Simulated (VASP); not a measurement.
OSZICAR of a VASP run on Ta (bcc):

### OSZICAR
```
       N       E                     dE             d eps       ncg     rms          rms(c)
DAV:   1     0.467643069968E+02    0.46764E+02   -0.65677E+03  2160   0.117E+03
DAV:   2    -0.110076444664E+02   -0.57772E+02   -0.56881E+02  2733   0.247E+02
DAV:   3    -0.116733192237E+02   -0.66567E+00   -0.63314E+00  2465   0.266E+01
DAV:   4    -0.116780512552E+02   -0.47320E-02   -0.47372E-02  2424   0.175E+00
DAV:   5    -0.116780843453E+02   -0.33090E-04   -0.33089E-04  2368   0.131E-01    0.140E+01
DAV:   6    -0.113660245598E+02    0.31206E+00   -0.34525E-01  2249   0.739E+00    0.703E+00
DAV:   7    -0.112687568264E+02    0.97268E-01   -0.30875E-01  2253   0.664E+00    0.419E-01
DAV:   8    -0.112679154730E+02    0.84135E-03   -0.43868E-03  2343   0.863E-01    0.127E-01
DAV:   9    -0.112678844137E+02    0.31059E-04   -0.16877E-04  2291   0.174E-01    0.371E-02
DAV:  10    -0.112678776052E+02    0.68086E-05   -0.53265E-06  2374   0.343E-02    0.636E-03
DAV:  11    -0.112678776677E+02   -0.62559E-07   -0.24721E-07  2290   0.720E-03
   1 F= -.11267878E+02 E0= -.11267986E+02  d E =0.325086E-03
```

Task: Which electronic solver shows in the log?

Result: It is blocked Davidson (ALGO = Normal, or the opening steps of other solvers). The INCAR had ALGO = Normal.

Task: Can the final energy be trusted as converged?

Result: Self-consistency was reached. It stopped with EDIFF = 1E-7, NELM = 100 (RPBE GGA, plane waves, VASP's PBE PAW potentials (set 64)).

The compound is Ta in the bcc structure. This cell is one point of a volume scan, at 0.94 of the reference volume.
